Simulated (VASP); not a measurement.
A run of VASP 6.6.1:

File INCAR:

```
SYSTEM = Bi
ALGO = Normal
EDIFF = 1E-6
EDIFFG = -0.002
ENCUT = 600
GGA = PS
IBRION = 2
ISIF = 3
ISMEAR = -1
LASPH = .TRUE.
LCHARG = .FALSE.
LREAL = .FALSE.
LWAVE = .FALSE.
NELM = 100
NSW = 80
PREC = Accurate
PSTRESS = 101.0
SIGMA = 0.1
```

File KPOINTS:

```
k-points
0
G
  16 16 16
  0 0 0
```

Contents of POSCAR:

```
Bi
1.0
   -1.8777521352      1.8777521352      1.8777521352
    1.8777521352     -1.8777521352      1.8777521352
    1.8777521352      1.8777521352     -1.8777521352
Bi
1
Direct
    0.0000000000      0.0000000000      0.0000000000
```

Potentials or basis: VASP PAW PBE potentials, release 64 (Bi_d).

Command:

```console
$ cat potpaw_PBE.64/Bi_d/POTCAR > POTCAR
$ mpirun -np 1 vasp_std > vasp.out
```

Hardware: 1 thread of Intel(R) Xeon(R) Platinum 8488C (Sapphire Rapids), on a shared host.

Task: How long does it take, and how much memory?

Result: Run time: 62 s on 1 thread of Intel(R) Xeon(R) Platinum 8488C (Sapphire Rapids) (shared host), peak memory 0.2 GiB. Counts: scf iterations 25, k points 145, ion steps 4.
